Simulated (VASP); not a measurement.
These are PBEsol GGA, VASP's PBE PAW potentials (set 64) (plane waves; VASP) values and carry that method's errors.

VASP input:

POSCAR:
```
CoSi2
1
    0.0000000000     2.6551858848     2.6551858848
    2.6551858848     0.0000000000     2.6551858848
    2.6551858848     2.6551858848     0.0000000000
Co Si
1 2
Direct
  0.0000000000   0.0000000000   0.0000000000
  0.2500000000   0.2500000000   0.2500000000
  0.7500000000   0.7500000000   0.7500000000
```

INCAR:
```
ALGO = Normal
EDIFF = 1E-7
ENCUT = 400
GGA = PS
ISIF = 2
ISMEAR = -5
LASPH = .True.
LCHARG = .True.
LMAXMIX = 4
LORBIT = 11
LREAL = .False.
LWAVE = .False.
NEDOS = 601
NELM = 100
PREC = Accurate
SYSTEM = CoSi2
```

File KPOINTS:
```
Regular mesh
0
G
13 13 13
```

POTCAR, in this order: Co Si (PBE.64 set). Program: vasp_std.

Task: What will the output report for the number of irreducible k-points (NKPTS), number of bands (NBANDS), largest plane-wave count, number of space-group operations, FFT grid (NGX, NGY, NGZ)?

Result: 
| Property | Value |
|---|---|
| number of irreducible k-points (NKPTS) | 84 |
| number of bands (NBANDS) | 12 |
| largest plane-wave count | 690 |
| number of space-group operations | 48 |
| FFT grid (NGX, NGY, NGZ) | 24 × 24 × 24 |

The compound is CoSi2 in the fluorite structure. It was relaxed first. The run is not spin-polarised, so no magnetic state was tried. The electron count is odd and the run is not spin-polarised, which forces a metal.
